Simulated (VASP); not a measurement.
OSZICAR of a VASP run on Ca (fcc):

OSZICAR:
```
       N       E                     dE             d eps       ncg     rms          rms(c)
DAV:   1     0.636486263291E+02    0.63649E+02   -0.51086E+03  1512   0.101E+03
DAV:   2    -0.560402428683E+00   -0.64209E+02   -0.63993E+02  1574   0.230E+02
DAV:   3    -0.188580019418E+01   -0.13254E+01   -0.13204E+01  2361   0.348E+01
DAV:   4    -0.193866926668E+01   -0.52869E-01   -0.53225E-01  2228   0.531E+00
DAV:   5    -0.193983245407E+01   -0.11632E-02   -0.11601E-02  2440   0.533E-01    0.219E+00
DAV:   6    -0.193117890479E+01    0.86535E-02   -0.13061E-02  1937   0.142E+00    0.134E+00
DAV:   7    -0.192881229217E+01    0.23666E-02   -0.18041E-02  1937   0.185E+00    0.106E-01
DAV:   8    -0.192823796419E+01    0.57433E-03   -0.23366E-03  1843   0.511E-01    0.208E-02
DAV:   9    -0.192824109831E+01   -0.31341E-05   -0.11296E-04  2308   0.906E-02    0.524E-03
DAV:  10    -0.192824464356E+01   -0.35452E-05   -0.59316E-06  2113   0.263E-02    0.849E-04
DAV:  11    -0.192824388839E+01    0.75517E-06   -0.29723E-07  2383   0.534E-03    0.279E-04
DAV:  12    -0.192824403296E+01   -0.14457E-06   -0.14308E-08  1126   0.888E-04    0.114E-04
DAV:  13    -0.192824409777E+01   -0.64809E-07   -0.59165E-09   979   0.507E-04
   1 F= -.20809142E+01 E0= -.20809142E+01  d E =0.000000E+00
```

### Question
Which electronic solver shows in the log?

### Answer
It is blocked Davidson (ALGO = Normal, or the opening steps of other solvers). The INCAR had ALGO = Normal.

### Question
Can the final energy be trusted as converged?

### Answer
The run converged. It stopped with EDIFF = 1E-7, NELM = 100 (PBE GGA with D3 dispersion (zero damping), plane waves, VASP's PBE PAW potentials (set 64)).

The compound is Ca in the fcc structure. It was relaxed first.
